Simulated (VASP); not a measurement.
Level of theory: PBE GGA, VASP's PBE PAW potentials (set 64) (plane waves; VASP).

VASP ran on this input.

KPOINTS:
```
Automatic mesh
0
Gamma
8 8 6
```

File POSCAR:
```
NiSb
1
    2.0091170000    -3.3216480000     0.0000000000
    2.0091170000     3.3216480000     0.0000000000
    0.0000000000     0.0000000000     5.1233900000
Ni Sb
2 2
Direct
  0.0000000000   0.0000000000   0.5000000000
  0.0000000000   0.0000000000   0.0000000000
  0.3333330000   0.6666670000   0.2500000000
  0.6797060000   0.3463720000   0.7500000000
```

**INCAR**
```
SYSTEM = NiSb
SIGMA = 0.05   # width (eV)
NELM = 100   # most electronic steps
GGA = PE   # PBE
LWAVE = .FALSE.
ALGO = Normal
LASPH = .TRUE.   # aspherical one-centre terms
LREAL = .FALSE.
PREC = Accurate
EDIFF = 1E-6   # SCF stop (eV)
ISMEAR = 0
LMAXMIX = 4   # l cut-off of mixed one-centre charges
LCHARG = .FALSE.
NELECT = 30.1
ENCUT = 400   # plane-wave cut-off (eV)
ISIF = 2   # forces and stress, cell fixed
```

POTCAR, in this order: Ni Sb (PBE.64 set). Program: vasp_std.

Output

OSZICAR:
```
       N       E                     dE             d eps       ncg     rms          rms(c)
DAV:   1     0.155094934904E+03    0.15509E+03   -0.10688E+04  5168   0.133E+03
DAV:   2    -0.122574302880E+02   -0.16735E+03   -0.16282E+03  5210   0.299E+02
DAV:   3    -0.203163047824E+02   -0.80589E+01   -0.77919E+01  5863   0.802E+01
DAV:   4    -0.205426442706E+02   -0.22634E+00   -0.22514E+00  5801   0.129E+01
DAV:   5    -0.205498872205E+02   -0.72429E-02   -0.72400E-02  6193   0.244E+00    0.130E+01
DAV:   6    -0.228399807873E+02   -0.22901E+01   -0.32181E+01  5694   0.103E+02    0.163E+01
DAV:   7    -0.192360204512E+02    0.36040E+01   -0.12209E+01  5626   0.733E+01    0.395E+00
DAV:   8    -0.192956533145E+02   -0.59633E-01   -0.14222E+00  7116   0.104E+01    0.264E+00
DAV:   9    -0.192316676678E+02    0.63986E-01   -0.24918E-01  5868   0.898E+00    0.625E-01
DAV:  10    -0.192324299941E+02   -0.76233E-03   -0.89833E-03  5616   0.905E-01    0.458E-01
DAV:  11    -0.192320087236E+02    0.42127E-03   -0.67698E-04  7027   0.224E-01    0.131E-01
DAV:  12    -0.192318670069E+02    0.14172E-03   -0.51798E-04  7582   0.365E-01    0.271E-02
DAV:  13    -0.192318699001E+02   -0.28932E-05   -0.55440E-05  5615   0.617E-02    0.241E-02
DAV:  14    -0.192318689657E+02    0.93441E-06   -0.14045E-06  3480   0.152E-02
   1 F= -.19231869E+02 E0= -.19230653E+02  d E =-.243147E-02
```

OUTCAR:
```
------------------------ aborting loop because EDIFF is reached ----------------------------------------
  FORCE on cell =-STRESS in cart. coord.  units (eV):
  Direction    XX          YY          ZZ          XY          YZ          ZX
  --------------------------------------------------------------------------------------
  Total        2.0071708      4.6031453      2.9567511      0.3626934      0.0000000      0.0000000
  in kB       47.0271515    107.8497199     69.2754100      8.4977513      0.0000000      0.0000000
  external PRESSURE =      74.7174271 kB  Pullay stress =       0.0000000 kB
  volume of cell :       68.38
      direct lattice vectors                 reciprocal lattice vectors
     2.009117000 -3.321648000  0.000000000     0.248865546 -0.150527690  0.000000000
     2.009117000  3.321648000  0.000000000     0.248865546  0.150527690  0.000000000
     0.000000000  0.000000000  5.123390000     0.000000000  0.000000000  0.195183267
 POSITION                                       TOTAL-FORCE (eV/Angst)
 -----------------------------------------------------------------------------------
      0.00000      0.00000      2.56169         0.155854      0.011534     -0.011726
      0.00000      0.00000      0.00000         0.155854      0.011534      0.011726
      2.00912      1.10722      1.28085         0.022820     -0.329795      0.000000
      2.06151     -1.10722      3.84254        -0.334528      0.306727      0.000000
 -----------------------------------------------------------------------------------
    total drift:                                0.000026      0.000008     -0.000000
  FREE ENERGIE OF THE ION-ELECTRON SYSTEM (eV)
  ---------------------------------------------------
  free  energy   TOTEN  =       -19.2318689657 eV

  energy  without entropy=      -19.2294374951  energy(sigma->0) =      -19.23065323
```
(Selected blocks of OUTCAR.)

### OUTCAR
```
 val. band max:       10.1628863968   @ k =   0.1250   0.1250   0.5000

 cond. band min:      10.1677470354   @ k =   0.1250   0.5000   0.0000


 Fermi energy:        10.1646577391

 k-point     1 :       0.0000    0.0000    0.0000
  band No.  band energies     occupation
      1      -2.9472      2.00000
      2       1.6146      2.00000
      3       3.7855      2.00000
      4       6.1281      2.00000
      5       6.1712      2.00000
      6       6.9318      2.00000
      7       7.4678      2.00000
      8       7.5764      2.00000
      9       7.9670      2.00000
     10       8.0001      2.00000
     11       8.7581      2.00000
     12       8.7845      2.00000
     13      10.0767      1.98715
     14      10.4609      0.00000
     15      10.8635      0.00000
     16      12.4688      0.00000
     17      12.6380      0.00000
     18      13.2271      0.00000
     19      14.0782      0.00000

 k-point     2 :       0.1250   -0.0000    0.0000
  band No.  band energies     occupation
      1      -2.7555      2.00000
      2       1.5966      2.00000
      3       4.0004      2.00000
      4       6.0641      2.00000
      5       6.1903      2.00000
      6       6.8622      2.00000
      7       7.3331      2.00000
      8       7.4945      2.00000
      9       7.8671      2.00000
     10       8.0255      2.00000
     11       8.7595      2.00000
     12       8.7723      2.00000
     13       9.4337      2.00000
     14      10.0136      1.99998
     15      10.0857      1.97448
     16      11.8330      0.00000
     17      13.1591      0.00000
     18      13.6647      0.00000
     19      14.6554      0.00000

 k-point     3 :      -0.0000    0.1250    0.0000
  band No.  band energies     occupation
      1      -2.7558      2.00000
      2       1.6002      2.00000
      3       4.0015      2.00000
      4       6.0644      2.00000
      5       6.2160      2.00000
      6       6.8412      2.00000
      7       7.3307      2.00000
...
```

The cell is charged, with a uniform compensating background. Unless said otherwise, spin-orbit coupling is left out, though it shifts the bands of the heavy elements here.

The compound is NiSb in the NiAs type structure. The cell was not relaxed at this level, atoms are displaced from their ideal sites. The run is one of a series of settings (ISMEAR = 0, NELECT = 30.1, SIGMA = 0.05 against the base run), some of them coarse on purpose. The run is not spin-polarised, so no magnetic state was tried.
